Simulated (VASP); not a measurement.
# A VASP study of LaBRh3 (rev-vdW-DF2): structure first, properties next

Aim: relax LaBRh3, then compute properties on the relaxed cell. The steps: full relaxation (rev-vdW-DF2), density, ELF and potential (rev-vdW-DF2), band structure (rev-vdW-DF2), density of states (rev-vdW-DF2), zone-centre phonons (rev-vdW-DF2), volume scan with rev-vdW-DF2, fit for rev-vdW-DF2 and field gradients at the nuclei (rev-vdW-DF2). The start is a cell from a database of measured crystal structures.

Method: rev-vdW-DF2; plane waves and PAW (La, B, Rh_pv), in VASP 6.6.1.

Report form: the programs' logs are mostly left out.

## Step 1: The starting structure

Before any relaxation, the start is as follows. It takes space group Pm-3m (No. 221, cubic). The conventional cell has a = 4.242 Å, b = 4.242 Å, c = 4.242 Å, α = 90.00°, β = 90.00°, γ = 90.00°. La has 12 Rh at 3.00 Å and 8 B at 3.67 Å nearest. B has 6 Rh at 2.12 Å and 8 La at 3.67 Å nearest. Rh has 2 B at 2.12 Å and 8 Rh at 3.00 Å and 4 La at 3.00 Å nearest. Farther neighbours are not listed.

## Step 2: Full relaxation (rev-vdW-DF2)

The start need not lie at this functional's minimum. ISIF = 3 frees volume, shape and positions, and EDIFFG sets the threshold on forces and stress at which the search stops. rev-vdW-DF2 revises the exchange of vdW-DF2 for solids. LUSE_VDW switches on a nonlocal correlation term for dispersion.

INCAR

```
SYSTEM = LaBRh3
PREC = Accurate
ENCUT = 420
EDIFF = 1E-06
NELM = 100
ISMEAR = 1
SIGMA = 0.2
LREAL = .FALSE.
ALGO = Normal
GGA = MK
AGGAC = 0
LUSE_VDW = .TRUE.
PARAM1 = 0.1234
PARAM2 = 0.711357
ZAB_VDW = -1.8867
LASPH = .TRUE.
NBANDS = 36
LORBIT = 11
LWAVE = .FALSE.
LCHARG = .FALSE.
KPAR = 4
IBRION = 2
NSW = 60
ISIF = 3
EDIFFG = -0.01
```

POSCAR

```
LaBRh3
1.0
    4.2420000000      0.0000000000      0.0000000000
    0.0000000000      4.2420000000      0.0000000000
    0.0000000000      0.0000000000      4.2420000000
La B Rh
1 1 3
Direct
    0.0000000000      0.0000000000      0.0000000000
    0.5000000000      0.5000000000      0.5000000000
    0.0000000000      0.5000000000      0.5000000000
    0.5000000000      0.0000000000      0.5000000000
    0.5000000000      0.5000000000      0.0000000000
```

KPOINTS

```
Automatic mesh
0
Gamma
5 5 5
0 0 0
```

The projector-augmented-wave data sets are La, B and Rh_pv (PBE family, release 64).

Command:

```sh
> mpirun -np 4 vasp_std
```

Elapsed: 90 s, on 4 MPI ranks of AMD EPYC 7R43, shared host; peak memory 1.2 GiB.

This run has no spin polarisation. Its electron count is odd, so without a moment it is a metal by construction. The k-mesh is coarse for a metal. The PAW data sets were made with PBE, which is usual practice but a small mismatch for other functionals. The run keeps the 48 symmetry operations of its start, so it cannot find a distortion of lower symmetry.

Step by step:

| step | energy less that of the first step (eV) | largest force (eV/Å) | pressure (GPa) | volume (Å³) |
| --- | --- | --- | --- | --- |
| 1 | 0.0000 | 0.0000 | 1.34 | 76.33 |
| 2 | 0.0028 | 0.0000 | -1.91 | 77.75 |
| 3 | -0.0024 | 0.0000 | 0.02 | 76.90 |

| conventional cell, symmetrised | before | after | change |
| --- | --- | --- | --- |
| a (Å) | 4.242 | 4.253 | +0.2 % |
| b (Å) | 4.242 | 4.253 | +0.2 % |
| c (Å) | 4.242 | 4.253 | +0.2 % |
| volume (Å³/atom) | 15.27 | 15.38 | +0.7 % |

Final coordinates:

```
La B Rh
1.0
     4.25250    0.00000    0.00000
     0.00000    4.25250    0.00000
     0.00000    0.00000    4.25250
La B Rh
1 1 3
Direct
  0.00000 0.00000 0.00000
  0.50000 0.50000 0.50000
  0.00000 0.50000 0.50000
  0.50000 0.00000 0.50000
  0.50000 0.50000 0.00000
```

Numbers from this step:

- electrons: 59
- bands: 36
- irreducible k-points: 10
- symmetry operations: 48
- free energy (TOTEN): -25.88 eV
- energy at zero smearing: -25.88 eV
- Fermi energy: 10.22 eV
- pressure: 0.01900 GPa
- metallic: yes
- SCF cycles over all ionic steps: 33

It ends with forces that vanish by symmetry and a pressure of 0.02 GPa. The volume lies +0.7 % from that of the database's start.

## Step 3: Density, ELF and potential (rev-vdW-DF2)

A single point on the relaxed cell gives a clean self-consistent state, with density, ELF and potential written out.

Changes to INCAR since step 2:

```diff
@@ -19,7 +19,5 @@
 LWAVE = .FALSE.
-LCHARG = .FALSE.
-KPAR = 4
-IBRION = 2
-NSW = 60
-ISIF = 3
-EDIFFG = -0.01
+LCHARG = .TRUE.
+ISIF = 2
+LELF = .TRUE.
+LVHAR = .TRUE.
```

Changes to POSCAR since step 2:

```diff
@@ -2,5 +2,5 @@
 1.0
-    4.2420000000      0.0000000000      0.0000000000
-    0.0000000000      4.2420000000      0.0000000000
-    0.0000000000      0.0000000000      4.2420000000
+    4.2525043105      0.0000000000      0.0000000000
+    0.0000000000      4.2525043105      0.0000000000
+    0.0000000000      0.0000000000      4.2525043105
 La B Rh
```

KPOINTS is that of step 2.

Command:

```sh
> mpirun -np 4 vasp_std
```

It took 19 s on 4 MPI ranks; peak memory 0.75 GiB.

This step gave:

```
SCF cycles : 15
pressure   : 0.01758 GPa
```

Valence electrons inside each PAW sphere by angular momentum. Sphere charges, by row:

| atom | s (e) | p (e) | d (e) | f (e) | tot (e) |
| --- | --- | --- | --- | --- | --- |
| La1 | 2.051 | 5.61 | 0.836 | 0.23 | 8.727 |
| B2 | 0.736 | 1.108 | 0 | 0 | 1.844 |
| Rh3 | 0.366 | 6.237 | 7.313 | 0 | 13.91 |
| Rh4 | 0.366 | 6.237 | 7.313 | 0 | 13.91 |
| Rh5 | 0.366 | 6.237 | 7.313 | 0 | 13.91 |

Electrostatic potential energy in the ac plane at fractional y = 0.500, with atoms of B and Rh within 0.2 Å of it. With pseudopotentials it is smooth inside the atoms' cores, unlike the true potential.

Ten even steps from '0' (-68 eV) to '9' (3 eV), each cell a mean:
```
99996200147999
99998422368999
99999765689999
78999988899987
34799877899864
01478656588631
00378579678520
01478667578620
23689865689742
67899988899986
99999877799999
99998643479999
99997310148999
99996200037999
```
Columns run along a (4.3 Å; values clipped at the 3rd and 97th percentile), rows up along c (4.3 Å). Atoms in or near the plane, at fractional coordinates: B at (0.50, 0.50), Rh at (0.00, 0.50), Rh at (0.50, 0.00).

Valence density in the ac plane at fractional y = 0.500, with atoms of B and Rh within 0.2 Å of it. It is the smooth field of the valence electrons, not physical close to the nuclei.

Ten even steps from '0' (0.1 e/Å³) to '9' (9.4 e/Å³), each cell a mean:
```
00001478620000
00000245310000
00000011100000
00000000000000
32000000000012
86200000000136
97310000000158
86200000000147
53100000000024
10000000000001
00000001000000
00000123200000
00000367620000
00001589830000
```
Columns run along a (4.3 Å), rows up along c (4.3 Å). Atoms in or near the plane, at fractional coordinates: B at (0.50, 0.50), Rh at (0.00, 0.50), Rh at (0.50, 0.00).

ELF in the ac plane at fractional y = 0.500, with atoms of B and Rh within 0.2 Å of it. It is the smooth field of the valence electrons, not physical close to the nuclei.

Ten even steps from '0' (0.01) to '9' (0.61), each cell a mean:
```
23345521364433
33444555554443
44443455434444
54345666655444
66447999995356
24547964796453
02658820496551
13658942696552
56547998996455
55346788775345
44444455444444
34443566543443
33445632464433
23345510265432
```
Columns run along a (4.3 Å), rows up along c (4.3 Å). Atoms in or near the plane, at fractional coordinates: B at (0.50, 0.50), Rh at (0.00, 0.50), Rh at (0.50, 0.00).

In this run the pressure is 0.02 GPa, small enough to go on.

## Step 4: Band structure (rev-vdW-DF2)

The mesh alone shows little of the dispersion and can miss band extrema, so KPOINTS_OPT adds a path through the symmetry points after the self-consistent cycle.

Changes to INCAR since step 3:

```diff
@@ -16,8 +16,6 @@
 LASPH = .TRUE.
-NBANDS = 36
+NBANDS = 45
 LORBIT = 11
 LWAVE = .FALSE.
-LCHARG = .TRUE.
-ISIF = 2
-LELF = .TRUE.
-LVHAR = .TRUE.
+LCHARG = .FALSE.
+KPAR = 4
```

POSCAR is that of step 3.

KPOINTS is that of step 3.

KPOINTS_OPT

```
Line mode
16
Line-mode
Reciprocal
  0.00000000   0.00000000   0.00000000 GAMMA
  0.00000000   0.50000000   0.00000000 X

  0.00000000   0.50000000   0.00000000 X
  0.50000000   0.50000000   0.00000000 M

  0.50000000   0.50000000   0.00000000 M
  0.00000000   0.00000000   0.00000000 GAMMA

  0.00000000   0.00000000   0.00000000 GAMMA
  0.50000000   0.50000000   0.50000000 R

  0.50000000   0.50000000   0.50000000 R
  0.00000000   0.50000000   0.00000000 X

  0.50000000   0.50000000   0.00000000 M
  0.50000000   0.50000000   0.50000000 R
```

Command:

```sh
> mpirun -np 4 vasp_std
```

The job ended after 81 s (4 MPI ranks; peak memory 1.2 GiB; 5.3 min of CPU time).

Spin-orbit coupling is off here; with elements this heavy it splits and shifts levels by tenths of an eV or more.

This step gave:

| Property | Result |
| --- | --- |
| bands | 45 |
| pressure | 0.01847 GPa |

Electronic bands along the path, in eV, zero at the Fermi level; # counts the bands kept:

| point | #13 | #14 | #15 | #16 | #17 | #18 | #19 | #20 |
| --- | --- | --- | --- | --- | --- | --- | --- | --- |
| Γ | -0.53 | -0.53 | -0.53 | 0.20 | 0.24 | 0.24 | 0.24 | 3.31 |
| 0.47 of the way | -1.42 | -1.22 | -0.38 | -0.18 | 0.24 | 1.27 | 1.27 | 3.27 |
| X | -1.11 | -1.11 | -1.01 | -0.75 | 0.24 | 1.73 | 1.73 | 3.25 |
| 0.53 of the way | -1.70 | -1.15 | -0.99 | -0.86 | -0.57 | 1.57 | 2.60 | 2.66 |
| M | -1.58 | -1.38 | -1.11 | -1.08 | -0.40 | 1.62 | 1.62 | 3.29 |
| 0.47 of the way | -1.45 | -1.20 | -0.89 | -0.51 | -0.32 | 1.38 | 2.36 | 2.84 |
| Γ | -0.53 | -0.53 | -0.53 | 0.20 | 0.24 | 0.24 | 0.24 | 3.31 |
| 0.47 of the way | -1.27 | -1.27 | -1.12 | -0.85 | 0.15 | 1.68 | 1.68 | 3.01 |
| R | -1.32 | 0.07 | 0.07 | 0.07 | 2.03 | 2.03 | 2.03 | 2.72 |
| 0.47 of the way | -1.31 | -1.31 | -1.19 | -0.16 | -0.09 | 1.83 | 1.95 | 2.81 |
| X | -1.11 | -1.11 | -1.01 | -0.75 | 0.24 | 1.73 | 1.73 | 3.25 |
| jump to M | -1.58 | -1.38 | -1.11 | -1.08 | -0.40 | 1.62 | 1.62 | 3.29 |
| 0.53 of the way | -1.23 | -0.66 | -0.66 | -0.29 | 1.29 | 1.68 | 1.68 | 2.12 |
| R | -1.32 | 0.07 | 0.07 | 0.07 | 2.03 | 2.03 | 2.03 | 2.72 |

Of the projections kept (La, B, Rh), the largest for each band there; the rest of the weight can lie on other orbitals:

| point | #13 | #14 | #15 | #16 | #17 | #18 | #19 | #20 |
| --- | --- | --- | --- | --- | --- | --- | --- | --- |
| Γ | B 0.55 | B 0.55 | B 0.55 | Rh 1.00 | Rh 1.00 | Rh 1.00 | Rh 1.00 | La 0.97 |
| X | Rh 0.95 | Rh 0.95 | Rh 0.90 | Rh 1.00 | Rh 1.00 | Rh 0.68 | Rh 0.68 | Rh 0.56 |
| M | Rh 0.91 | Rh 1.00 | Rh 0.94 | Rh 1.00 | La 0.58 | Rh 0.85 | Rh 0.85 | La 0.63 |
| Γ | B 0.55 | B 0.55 | B 0.55 | Rh 1.00 | Rh 1.00 | Rh 1.00 | Rh 1.00 | La 0.97 |
| R | Rh 0.93 | Rh 1.00 | Rh 1.00 | Rh 1.00 | Rh 0.82 | Rh 0.82 | Rh 0.82 | La 0.69 |
| X | Rh 0.95 | Rh 0.95 | Rh 0.90 | Rh 1.00 | Rh 1.00 | Rh 0.68 | Rh 0.68 | Rh 0.56 |

There is no gap at this level.

## Step 5: Density of states (rev-vdW-DF2)

Here the states are counted by energy and projected on the atoms. The mesh is finer than in the run before.

Changes to INCAR since step 4:

```diff
@@ -5,3 +5,3 @@
 NELM = 100
-ISMEAR = 1
+ISMEAR = -5
 SIGMA = 0.2
@@ -21 +21,2 @@
 KPAR = 4
+NEDOS = 2001
```

POSCAR is that of step 4.

KPOINTS

```
Automatic mesh
0
Gamma
7 7 7
0 0 0
```

Command:

```sh
> mpirun -np 4 vasp_std
```

It took 50 s on 4 MPI ranks; peak memory 1.3 GiB.

With tetrahedra the forces and stress of a metal are not exact derivatives of the energy.

This step gave:

```yaml
scf_cycles: 16
irreducible_k_points: 20
free_energy_toten: -25.89 eV
fermi_energy: 10.17 eV
pressure: 0.06658 GPa
dos_at_the_fermi_level: 5.360 states/eV/cell
```

The density of states has structure finer than the step of the table below, so its rows give means over 0.5 eV, whole bins alone (the curve runs from -12.0 to 3.50 eV). Peaks (eV: height): total -2.74: 10.4, -2.29: 12.8, -1.20: 15.0, 3.41: 13.5; Rh d -2.74: 7.04, -2.29: 9.57, -1.74: 7.57, -1.20: 12.1; Rh s -2.74: 0.312, -1.20: 0.251, 1.60: 0.825, 2.06: 0.411; Rh p -0.75: 0.271, 1.60: 0.305, 2.06: 0.266, 3.41: 0.614; La f 3.41: 7.67.

States under -12.0 eV and over 3.5 eV are left out. Density of states against energy, zero at the Fermi level; means over each step; values in states/eV/cell:

| energy (eV) | total | Rh d | Rh s | Rh p | La f |
| --- | --- | --- | --- | --- | --- |
| -10.0 | 0 | 0 | 0 | 0 | 0 |
| -9.5 | 0.140 | 0.0344 | 0.0231 | 0.00128 | 0 |
| -9.0 | 0.584 | 0.145 | 0.0844 | 0.0135 | 0 |
| -8.5 | 1.22 | 0.296 | 0.149 | 0.0495 | 1.4e-4 |
| -8.0 | 1.17 | 0.259 | 0.126 | 0.0689 | 2.0e-5 |
| -7.5 | 0.663 | 0.137 | 0.0650 | 0.0487 | 1.0e-4 |
| -7.0 | 0.190 | 0.0411 | 0.0176 | 0.0148 | 7.9e-5 |
| -6.5 | 0.0260 | 0.00600 | 0.00236 | 0.00202 | 0 |
| -6.0 | 0.244 | 0.111 | 0.0283 | 0.00177 | 1.3e-5 |
| -5.5 | 1.25 | 0.576 | 0.128 | 0.0206 | 8.7e-4 |
| -5.0 | 2.45 | 1.11 | 0.214 | 0.0751 | 0.00329 |
| -4.5 | 2.95 | 1.45 | 0.154 | 0.139 | 0.0111 |
| -4.0 | 5.28 | 3.12 | 0.138 | 0.191 | 0.0241 |
| -3.5 | 2.69 | 1.66 | 0.0813 | 0.0542 | 0.00857 |
| -3.0 | 7.24 | 4.72 | 0.225 | 0.112 | 0.0324 |
| -2.5 | 7.64 | 5.38 | 0.171 | 0.129 | 0.0489 |
| -2.0 | 8.90 | 6.60 | 0.137 | 0.169 | 0.0529 |
| -1.5 | 9.15 | 7.25 | 0.146 | 0.110 | 0.111 |
| -1.0 | 7.81 | 5.97 | 0.136 | 0.194 | 0.130 |
| -0.5 | 4.14 | 3.00 | 0.0752 | 0.170 | 0.0248 |
| 0.0 | 3.58 | 3.05 | 0.0402 | 0.0689 | 0.00836 |
| 0.5 | 0.348 | 0.156 | 0.0213 | 0.0292 | 0.00282 |
| 1.0 | 0.471 | 0.239 | 0.0238 | 0.0396 | 0.00573 |
| 1.5 | 3.45 | 1.80 | 0.347 | 0.182 | 0.0857 |
| 2.0 | 3.59 | 1.71 | 0.312 | 0.215 | 0.0934 |
| 2.5 | 1.85 | 0.645 | 0.0951 | 0.142 | 0.109 |
| 3.0 | 4.05 | 0.876 | 0.0416 | 0.322 | 0.825 |

The finer mesh and the other smearing move the Fermi level by -0.05 eV from the 5×5×5 run, one measure of the sampling error in the zero of the bands above. Of the states within 0.3 eV of the Fermi level, the largest shares in the PAW spheres are Rh d 84 %. The rest lies in smaller channels or between the spheres.

## Step 6: Zone-centre phonons (rev-vdW-DF2)

Zone-centre modes test whether the atoms sit at a minimum within this cell. IBRION = 6 takes the force constants from differences of forces between displaced cells, so the forces must be tight.

INCAR

```
SYSTEM = LaBRh3
PREC = Accurate
ENCUT = 420
EDIFF = 1E-08
NELM = 100
ISMEAR = 1
SIGMA = 0.2
LREAL = .FALSE.
ALGO = Normal
GGA = MK
AGGAC = 0
LUSE_VDW = .TRUE.
PARAM1 = 0.1234
PARAM2 = 0.711357
ZAB_VDW = -1.8867
LASPH = .TRUE.
NBANDS = 36
LORBIT = 11
LWAVE = .FALSE.
LCHARG = .FALSE.
KPAR = 4
IBRION = 6
NFREE = 2
POTIM = 0.015
ISIF = 2
NSW = 1
```

POSCAR is that of step 5.

KPOINTS is that of step 5.

Command:

```sh
> mpirun -np 4 vasp_std
```

It took 9 min on 4 MPI ranks; peak memory 1.8 GiB; 36 min of CPU time.

The last energy, forces, stress and levels in OUTCAR belong to the last displaced cell, not to the cell of POSCAR.

This step gave:

* bands: 36
* pressure of the cell: 0.1930 GPa
* largest force of the cell: 0 eV/Å

Modes at Γ, with each element's share of the kinetic energy:

| mode | frequency (cm⁻¹) | symmetry | La % | B % | Rh % |
| --- | --- | --- | --- | --- | --- |
| 1 | -1.1 | acoustic | 31 | 2 | 67 |
| 2 | -1.1 | acoustic | 31 | 2 | 67 |
| 3 | -1.1 | acoustic | 31 | 2 | 67 |
| 4 | 91.8 | T1u | 15 | 10 | 75 |
| 5 | 91.8 | T1u | 15 | 10 | 75 |
| 6 | 91.8 | T1u | 15 | 10 | 75 |
| 7 | 135.0 | T2u | 0 | 0 | 100 |
| 8 | 135.0 | T2u | 0 | 0 | 100 |
| 9 | 135.0 | T2u | 0 | 0 | 100 |
| 10 | 155.9 | T1u | 54 | 0 | 45 |
| 11 | 155.9 | T1u | 54 | 0 | 45 |
| 12 | 155.9 | T1u | 54 | 0 | 45 |
| 13 | 472.3 | T1u | 0 | 87 | 13 |
| 14 | 472.3 | T1u | 0 | 87 | 13 |
| 15 | 472.3 | T1u | 0 | 87 | 13 |

Displacements in mode 4 (91.8 cm⁻¹), the largest set to 1:
```
La1  0.00  0.02  0.34
B2  -0.01 -0.05 -1.00
Rh3 -0.01  0.01  0.23
Rh4  0.00 -0.04  0.23
Rh5  0.00  0.01 -0.84
```

Displacements in mode 12 (155.9 cm⁻¹), the largest set to 1:
```
La1 -0.06  0.00  1.00
B2  -0.02  0.00  0.32
Rh3 -0.01  0.00 -0.75
Rh4  0.05  0.00 -0.75
Rh5  0.05  0.00  0.10
```

The three acoustic modes lie within 1.1 cm⁻¹ of zero, and all others are real. By the characters of their eigenvectors the optical modes sort into (cm⁻¹) infrared active: T1u 92, T1u 156, T1u 472; silent: T2u 135.

## Step 7: Volume scan with rev-vdW-DF2

An equation of state needs energies on both sides of the minimum, all on one mesh and cutoff.

Changes to INCAR since step 6:

```diff
@@ -3,3 +3,3 @@
 ENCUT = 420
-EDIFF = 1E-08
+EDIFF = 1E-06
 NELM = 100
@@ -21,6 +21,2 @@
 KPAR = 4
-IBRION = 6
-NFREE = 2
-POTIM = 0.015
 ISIF = 2
-NSW = 1
```

Changes to POSCAR since step 6:

```diff
@@ -2,5 +2,5 @@
 1.0
-    4.2525043105      0.0000000000      0.0000000000
-    0.0000000000      4.2525043105      0.0000000000
-    0.0000000000      0.0000000000      4.2525043105
+    4.1656941498      0.0000000000      0.0000000000
+    0.0000000000      4.1656941498      0.0000000000
+    0.0000000000      0.0000000000      4.1656941498
 La B Rh
```

KPOINTS

```
Automatic mesh
0
Gamma
5 5 5
0 0 0
```

Command:

```sh
> mpirun -np 4 vasp_std
```

It took 48 s on 4 MPI ranks; peak memory 1.2 GiB; 3.1 min of CPU time.

The scan keeps the cell's shape and the fractional positions fixed.

This step gave:

* SCF cycles: 15
* irreducible k-points: 10
* free energy (TOTEN): -25.70 eV
* energy at zero smearing: -25.70 eV
* Fermi energy: 11.18 eV
* pressure: 12.50 GPa

The pressure here is 12.50 GPa.

## Step 8: Volume scan with rev-vdW-DF2 (run 2)

INCAR is that of step 7.

Changes to POSCAR since step 7:

```diff
@@ -2,5 +2,5 @@
 1.0
-    4.1656941498      0.0000000000      0.0000000000
-    0.0000000000      4.1656941498      0.0000000000
-    0.0000000000      0.0000000000      4.1656941498
+    4.1950309907      0.0000000000      0.0000000000
+    0.0000000000      4.1950309907      0.0000000000
+    0.0000000000      0.0000000000      4.1950309907
 La B Rh
```

KPOINTS is that of step 7.

Command:

```sh
> mpirun -np 4 vasp_std
```

It took 45 s on 4 MPI ranks; peak memory 1.2 GiB.

Numbers from this step:

```
free energy (TOTEN)     : -25.80 eV
energy at zero smearing : -25.80 eV
Fermi energy            : 10.84 eV
pressure                : 7.856 GPa
```

The pressure falls from 12.50 to 7.86 GPa.

The run ends at a pressure of 7.86 GPa.

## Step 9: Volume scan with rev-vdW-DF2 (run 3)

INCAR is that of step 8.

Changes to POSCAR since step 8:

```diff
@@ -2,5 +2,5 @@
 1.0
-    4.1950309907      0.0000000000      0.0000000000
-    0.0000000000      4.1950309907      0.0000000000
-    0.0000000000      0.0000000000      4.1950309907
+    4.2239631532      0.0000000000      0.0000000000
+    0.0000000000      4.2239631532      0.0000000000
+    0.0000000000      0.0000000000      4.2239631532
 La B Rh
```

KPOINTS is that of step 8.

Command:

```sh
> mpirun -np 4 vasp_std
```

The job ended after 48 s (4 MPI ranks; peak memory 1.2 GiB).

The pressure falls from 7.86 to 3.72 GPa.

The run ends at a pressure of 3.72 GPa.

## Step 10: Volume scan with rev-vdW-DF2 (run 4)

INCAR is that of step 9.

Changes to POSCAR since step 9:

```diff
@@ -2,5 +2,5 @@
 1.0
-    4.2239631532      0.0000000000      0.0000000000
-    0.0000000000      4.2239631532      0.0000000000
-    0.0000000000      0.0000000000      4.2239631532
+    4.2525043105      0.0000000000      0.0000000000
+    0.0000000000      4.2525043105      0.0000000000
+    0.0000000000      0.0000000000      4.2525043105
 La B Rh
```

KPOINTS is that of step 9.

Command:

```sh
> mpirun -np 4 vasp_std
```

Elapsed: 49 s, on 4 MPI ranks; peak memory 1.2 GiB.

The pressure falls from 3.72 to 0.02 GPa.

The run ends at a pressure of 0.02 GPa.

## Step 11: Volume scan with rev-vdW-DF2 (run 5)

INCAR is that of step 10.

Changes to POSCAR since step 10:

```diff
@@ -2,5 +2,5 @@
 1.0
-    4.2525043105      0.0000000000      0.0000000000
-    0.0000000000      4.2525043105      0.0000000000
-    0.0000000000      0.0000000000      4.2525043105
+    4.2806674115      0.0000000000      0.0000000000
+    0.0000000000      4.2806674115      0.0000000000
+    0.0000000000      0.0000000000      4.2806674115
 La B Rh
```

KPOINTS is that of step 10.

Command:

```sh
> mpirun -np 4 vasp_std
```

Elapsed: 57 s, on 4 MPI ranks; peak memory 1.4 GiB.

[end of part 1 of 2]

[Lines on the potential files, build, host, timing and source positions are cut from VASP's logs without a mark.]

[Logs are printed without paths, hosts, clocks, repeated set-up lines and the standing remarks that a program may print on its own settings, such as how far it seeks lower states.]

[Hosts, paths, dates, database ids (printed as entryN), source tags and the programs' standing remarks are cut or masked in the printed files.]

[A measured line is paired with the nearest computed mode of its activity, which favours agreement.]
